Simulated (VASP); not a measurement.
Output of a VASP run:

### OSZICAR
```
       N       E                     dE             d eps       ncg     rms          rms(c)
DAV:   1     0.542719368191E+02    0.54272E+02   -0.67858E+03   880   0.111E+03
DAV:   2    -0.145745335891E+02   -0.68846E+02   -0.62313E+02  1028   0.192E+02
DAV:   3    -0.165519081032E+02   -0.19774E+01   -0.19622E+01  1068   0.322E+01
DAV:   4    -0.165672025822E+02   -0.15294E-01   -0.15292E-01   968   0.340E+00
DAV:   5    -0.165674404410E+02   -0.23786E-03   -0.23785E-03  1088   0.441E-01    0.103E+01
DAV:   6    -0.160451953554E+02    0.52225E+00   -0.24232E+00   972   0.156E+01    0.271E+00
DAV:   7    -0.159670569988E+02    0.78138E-01   -0.14131E-01   916   0.394E+00    0.193E+00
DAV:   8    -0.159350738654E+02    0.31983E-01   -0.23910E-02   976   0.160E+00    0.247E-01
DAV:   9    -0.159351462596E+02   -0.72394E-04   -0.14594E-03  1004   0.377E-01    0.164E-01
DAV:  10    -0.159352455306E+02   -0.99271E-04   -0.27054E-04   940   0.141E-01    0.146E-02
DAV:  11    -0.159352442613E+02    0.12693E-05   -0.93486E-06  1036   0.336E-02    0.688E-03
DAV:  12    -0.159352453620E+02   -0.11007E-05   -0.29925E-06   908   0.134E-02    0.210E-03
DAV:  13    -0.159352453591E+02    0.28128E-08   -0.34999E-07   552   0.630E-03
   1 F= -.10113603E+02 E0= -.10113622E+02  d E =-.101136E+02
```

### OUTCAR
```
------------------------ aborting loop because EDIFF is reached ----------------------------------------
  FORCE on cell =-STRESS in cart. coord.  units (eV):
  Direction    XX          YY          ZZ          XY          YZ          ZX
  --------------------------------------------------------------------------------------
  Total        5.8164867      5.8164867      5.8164867      0.0000000      0.0000000      0.0000000
  in kB      199.8228709    199.8228709    199.8228709      0.0000000      0.0000000      0.0000000
  external PRESSURE =      -0.1771291 kB  Pullay stress =     200.0000000 kB
  volume of cell :       46.64
      direct lattice vectors                 reciprocal lattice vectors
     0.000000000  2.856924155  2.856924155    -0.175013397  0.175013397  0.175013397
     2.856924155  0.000000000  2.856924155     0.175013397 -0.175013397  0.175013397
     2.856924155  2.856924155  0.000000000     0.175013397  0.175013397 -0.175013397
 POSITION                                       TOTAL-FORCE (eV/Angst)
 -----------------------------------------------------------------------------------
      1.42846      1.42846      1.42846         0.000000      0.000000      0.000000
      4.28539      4.28539      4.28539        -0.000000     -0.000000     -0.000000
      0.00000      0.00000      0.00000        -0.000000     -0.000000     -0.000000
 -----------------------------------------------------------------------------------
    total drift:                                0.000000     -0.000000     -0.000000
  FREE ENERGIE OF THE ION-ELECTRON SYSTEM (eV)
  ---------------------------------------------------
  free  energy   TOTEN  =       -15.9352453591 eV

  energy  without entropy=      -15.9353017968  energy(sigma->0) =      -15.93526417
  enthalpy is  TOTEN    =       -10.1136027337 eV   P V=        5.8216426254

 reached required accuracy - stopping structural energy minimisation
```
(Selected blocks of OUTCAR.)

### POSCAR
```
PtAl2
1
   -0.0000000000     2.8569241548     2.8569241548
    2.8569241548    -0.0000000000     2.8569241548
    2.8569241548     2.8569241548    -0.0000000000
Al Pt
2 1
Direct
  0.2500000000   0.2500000000   0.2500000000
  0.7500000000   0.7500000000   0.7500000000
  1.0000000000   1.0000000000   0.0000000000
```

Write an INCAR and KPOINTS that could have produced this output.

Several could match; the one computed here: the input of the run itself, PBE GGA, plane waves, VASP's PBE PAW potentials (set 64).

### KPOINTS
```
Regular mesh
0
G
9 9 9
```

### INCAR
```
ALGO=Normal
EDIFF=1E-6
EDIFFG=-0.02
ENCUT=500
GGA=PE
IBRION=2
ISIF=3
ISMEAR=1
LASPH=.TRUE.
LCHARG=.FALSE.
LMAXMIX=6
LREAL=.FALSE.
LWAVE=.FALSE.
NELM=100
NSW=40
PREC=Accurate
PSTRESS=200
SIGMA=0.1
SYSTEM=PtAl2
```

POTCAR, in this order: Al Pt (PBE.64 set). Program: vasp_std.

The compound is PtAl2 in the fluorite structure. It was relaxed first under an external pressure of 20 GPa.
